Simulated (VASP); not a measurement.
All values below come from optB88-vdW, VASP's PBE PAW potentials (set 64) (plane waves; VASP 6.6.1).

The input files of a VASP run:

File KPOINTS:
```
Automatic mesh
0
Gamma
7 7 5
0 0 0
```

### INCAR
```
! general
SYSTEM    =  SnO
PREC      =  Accurate
ENCUT     =  520   ! plane-wave cut-off (eV)
LREAL     =  .False.
LASPH     =  .True.

! electronic loop
EDIFF     =  1E-7
NELM      =  100   ! most electronic steps
ALGO      =  Normal
LMAXMIX   =  4   ! l cut-off of mixed one-centre charges

! smearing
ISMEAR    =  -5

! functional
GGA       =  BO
LUSE_VDW  =  .True.
AGGAC     =  0.0
PARAM1    =  0.1833333333
PARAM2    =  0.22

! ions
ISIF      =  2   ! forces and stress, cell fixed

! output
LWAVE     =  .False.
LCHARG    =  .True.
LORBIT    =  11
NEDOS     =  601   ! DOS grid

! other
LEFG      =  .True.
```

File POSCAR:
```
SnO
1
    3.8577011133     0.0000000000     0.0000000000
    0.0000000000     3.8577011133     0.0000000000
    0.0000000000     0.0000000000     4.8883367131
Sn O
2 2
Direct
  0.5000000000   0.0000000000   0.7622442583
  0.0000000000   0.5000000000   0.2377557417
  0.5000000000   0.5000000000   0.0000000000
  0.0000000000   0.0000000000   0.0000000000
```

POTCAR, in this order: Sn_d O (PBE.64 set). Program: vasp_std.

Question: Predict the energy per atom (σ→0).

Answer: 
```yaml
energy per atom (σ→0): -3.319 eV/atom
```

File OSZICAR:
```
...
DAV:  10    -0.132786921324E+02   -0.24116E-02   -0.23436E-02  2072   0.123E+00    0.244E-01
DAV:  11    -0.132773733743E+02    0.13188E-02   -0.78089E-03  2240   0.786E-01    0.266E-02
DAV:  12    -0.132774546365E+02   -0.81262E-04   -0.75956E-04  1552   0.173E-01    0.392E-02
DAV:  13    -0.132774510644E+02    0.35720E-05   -0.59629E-05  2248   0.101E-01    0.819E-03
DAV:  14    -0.132774511753E+02   -0.11092E-06   -0.69446E-06  1576   0.184E-02    0.205E-03
DAV:  15    -0.132774510403E+02    0.13507E-06   -0.81662E-07  2064   0.128E-02    0.151E-03
DAV:  16    -0.132774511137E+02   -0.73398E-07   -0.68360E-08   936   0.221E-03
   1 F= -.13277451E+02 E0= -.13277451E+02  d E =0.000000E+00
```

The compound is SnO in the litharge structure. It was relaxed first.
